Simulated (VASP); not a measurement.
Output of a VASP run:

OSZICAR:
```
...
DAV:   3    -0.801118274560E+02    0.33783E-02   -0.67360E-03   900   0.558E-01    0.363E-02
DAV:   4    -0.801105742085E+02    0.12532E-02   -0.80751E-04   912   0.182E-01    0.252E-02
DAV:   5    -0.801097585444E+02    0.81566E-03   -0.37595E-04   896   0.145E-01    0.150E-02
DAV:   6    -0.801090259755E+02    0.73257E-03   -0.18557E-04   900   0.104E-01    0.124E-02
DAV:   7    -0.801088466464E+02    0.17933E-03   -0.25602E-04   896   0.122E-01    0.109E-02
DAV:   8    -0.801087895940E+02    0.57052E-04   -0.81540E-04   896   0.209E-01    0.881E-03
DAV:   9    -0.801092130273E+02   -0.42343E-03   -0.12811E-03   896   0.253E-01    0.726E-03
DAV:  10    -0.801092765444E+02   -0.63517E-04   -0.12773E-05   732   0.213E-02    0.841E-03
DAV:  11    -0.801091846370E+02    0.91907E-04   -0.14563E-06   532   0.783E-03    0.863E-03
DAV:  12    -0.801086755780E+02    0.50906E-03   -0.28360E-04   888   0.121E-01    0.911E-03
DAV:  13    -0.801098873380E+02   -0.12118E-02   -0.54915E-04   896   0.162E-01    0.156E-02
DAV:  14    -0.801110256009E+02   -0.11383E-02   -0.58596E-04   896   0.150E-01    0.355E-02
DAV:  15    -0.801112479744E+02   -0.22237E-03   -0.93441E-05   788   0.719E-02    0.622E-02
DAV:  16    -0.801112955924E+02   -0.47618E-04   -0.13609E-05   652   0.288E-02    0.736E-02
DAV:  17    -0.801114493877E+02   -0.15380E-03   -0.62905E-05   640   0.584E-02    0.454E-02
DAV:  18    -0.801113005252E+02    0.14886E-03   -0.10124E-04   816   0.677E-02    0.257E-02
DAV:  19    -0.801113181095E+02   -0.17584E-04   -0.32138E-05   640   0.425E-02    0.404E-02
DAV:  20    -0.801114622596E+02   -0.14415E-03   -0.75488E-05   736   0.721E-02    0.377E-02
DAV:  21    -0.801112157302E+02    0.24653E-03   -0.10467E-04   784   0.783E-02    0.249E-02
DAV:  22    -0.801114421428E+02   -0.22641E-03   -0.50134E-05   640   0.530E-02    0.187E-02
DAV:  23    -0.801114705849E+02   -0.28442E-04   -0.14113E-05   648   0.303E-02    0.933E-03
DAV:  24    -0.801114947205E+02   -0.24136E-04   -0.11422E-05   616   0.267E-02    0.106E-03
DAV:  25    -0.801115091268E+02   -0.14406E-04   -0.47142E-06   520   0.227E-02    0.205E-03
DAV:  26    -0.801115097366E+02   -0.60978E-06   -0.19519E-06   512   0.115E-02
   2 F= -.80111510E+02 E0= -.80111688E+02  d E =-.430012E-02
       N       E                     dE             d eps       ncg     rms          rms(c)
DAV:   1    -0.800822978415E+02    0.29211E-01   -0.10932E+01   896   0.209E+01    0.324E-01
DAV:   2    -0.800946292173E+02   -0.12331E-01   -0.10751E-01   948   0.212E+00    0.155E-01
DAV:   3    -0.801167535551E+02   -0.22124E-01   -0.38399E-02   900   0.120E+00    0.109E-01
DAV:   4    -0.801078671414E+02    0.88864E-02   -0.63042E-03   896   0.485E-01    0.672E-02
DAV:   5    -0.801125215509E+02   -0.46544E-02   -0.21702E-03   896   0.310E-01    0.304E-02
DAV:   6    -0.801151778965E+02   -0.26563E-02   -0.15433E-03   896   0.251E-01    0.112E-02
DAV:   7    -0.801151159314E+02    0.61965E-04   -0.24144E-04   928   0.113E-01    0.104E-02
DAV:   8    -0.801152578606E+02   -0.14193E-03   -0.21192E-05   672   0.360E-02    0.559E-03
DAV:   9    -0.801153073917E+02   -0.49531E-04   -0.25494E-05   656   0.329E-02    0.274E-03
DAV:  10    -0.801153225385E+02   -0.15147E-04   -0.10814E-05   620   0.277E-02    0.144E-03
DAV:  11    -0.801153055463E+02    0.16992E-04   -0.14399E-05   616   0.279E-02    0.141E-03
DAV:  12    -0.801153331607E+02   -0.27614E-04   -0.91772E-06   600   0.222E-02    0.781E-04
DAV:  13    -0.801153274705E+02    0.56901E-05   -0.25247E-06   504   0.135E-02
   3 F= -.80115327E+02 E0= -.80115495E+02  d E =-.811785E-02
```

File OUTCAR:
```
------------------------ aborting loop because EDIFF is reached ----------------------------------------
  FORCE on cell =-STRESS in cart. coord.  units (eV):
  Direction    XX          YY          ZZ          XY          YZ          ZX
  --------------------------------------------------------------------------------------
  Total       -1.6427460     -1.6427464     -0.2805648      0.0000000     -0.0000000      0.0000000
  in kB      -12.9215041    -12.9215071     -2.2068655      0.0000000     -0.0000000      0.0000000
  external PRESSURE =      -9.3499589 kB  Pullay stress =       0.0000000 kB
  volume of cell :      203.69
      direct lattice vectors                 reciprocal lattice vectors
     2.991567643  0.000000000  0.000000000     0.334272903  0.192992528  0.000000000
    -1.495783822  2.590773874  0.000000000     0.000000000  0.385985056  0.000000000
     0.000000000  0.000000000 26.280861688     0.000000000  0.000000000  0.038050503
 POSITION                                       TOTAL-FORCE (eV/Angst)
 -----------------------------------------------------------------------------------
      1.49579      0.86359     11.75915         0.000000      0.000000      0.027454
     -0.00000      1.72718      8.90270         0.000000     -0.000000     -0.028997
      1.49579      0.86359     17.37816        -0.000000      0.000000      0.028997
     -0.00000      1.72718     14.52171         0.000000     -0.000000     -0.027454
 -----------------------------------------------------------------------------------
    total drift:                                0.000000      0.000000      0.000000
  FREE ENERGIE OF THE ION-ELECTRON SYSTEM (eV)
  ---------------------------------------------------
  free  energy   TOTEN  =       -80.1153274705 eV

  energy  without entropy=      -80.1158289678  energy(sigma->0) =      -80.11549464

 reached required accuracy - stopping structural energy minimisation
```
(Selected blocks of OUTCAR.)

POSCAR:
```
Cd(001) slab
1
    2.9915676430     0.0000000000     0.0000000000
   -1.4957838215     2.5907738738     0.0000000000
    0.0000000000     0.0000000000    26.2808616879
Cd
4
Direct
  0.6666670000   0.3333330000   0.4464560000
  0.3333330000   0.6666670000   0.3393670000
  0.6666670000   0.3333330000   0.6606330000
  0.3333330000   0.6666670000   0.5535440000
```

Problem. Write an INCAR and KPOINTS that could have produced this output.

Solution. One answer among several that fit: the input of the run itself, r2SCAN meta-GGA, plane waves, VASP's PBE PAW potentials (set 64).

### INCAR
```
ALGO = Normal
DIPOL = 0.5 0.5 0.5
EDIFF = 1E-5
EDIFFG = -0.03
ENCUT = 400
IBRION = 2
IDIPOL = 3
ISIF = 2
ISMEAR = 1
LASPH = .TRUE.
LCHARG = .FALSE.
LDIPOL = .TRUE.
LMAXMIX = 4
LMIXTAU = .TRUE.
LREAL = .FALSE.
LWAVE = .TRUE.
METAGGA = R2SCAN
NELM = 100
NELMIN = 4
NSW = 50
PREC = Normal
SIGMA = 0.1
SYSTEM = Cd(001) slab
```

**KPOINTS**
```
Automatic
0
G
11 11 1
0 0 0
```

POTCAR, in this order: Cd (PBE.64 set). Program: vasp_std.

The cell is a thin slab with vacuum, built from Cd (hcp): (001) face.
